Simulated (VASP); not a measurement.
A convergence study with VASP on HgTe (zinc blende): one setting is varied, all else stays as given below, so the limit is that of these other settings. Each run relaxes cell and ions from the cell shown.

```yaml
crystal:
  lattice:
    - [0.00000, 3.23000, 3.23000]
    - [3.23000, 0.00000, 3.23000]
    - [3.23000, 3.23000, 0.00000]
  atoms:
    - { symbol: Hg, position: [0.00000, 0.00000, 0.00000] }
    - { symbol: Te, position: [0.25000, 0.25000, 0.25000] }
```

Level of theory: PBE GGA, VASP's PBE PAW potentials (set 64) (plane waves; VASP). The tightest run used: 550 eV cut-off, 11×11×11 Γ-centred mesh, Gaussian smearing of 0.050 eV, potentials Hg Te.

**Question.** The settings run are 2×2×2 mesh; 3×3×3 mesh; 4×4×4 mesh; 5×5×5 mesh; 7×7×7 mesh; 8×8×8 mesh; 9×9×9 mesh; 10×10×10 mesh; 11×11×11 mesh. From which on does the relaxed volume stay within 0.02 Å³/atom of the tightest run?

**Answer.** From 8×8×8 mesh on: it is off by 0.012 there and by no more than 0.02 in any finer run, while 7×7×7 mesh is off by 0.025.
```csv
setting,relaxed volume (Å³/atom),E (eV/atom),irreducible k-points,difference judged (Å³/atom)
2×2×2 mesh,42.407,-1.2860,3,5.607
3×3×3 mesh,38.106,-1.6936,4,1.305
4×4×4 mesh,37.202,-1.7865,8,0.401
5×5×5 mesh,36.947,-1.8118,10,0.146
7×7×7 mesh,36.826,-1.8230,20,0.025
8×8×8 mesh,36.812,-1.8242,29,0.012
9×9×9 mesh,36.805,-1.8247,35,0.005
10×10×10 mesh,36.802,-1.8250,47,0.001
11×11×11 mesh,36.801,-1.8251,56,0.000
```

Left out are rungs that failed or repeat a setting and relaxations that didn't move; long series are thinned to 24 rows.

The compound is HgTe in the zinc blende structure.
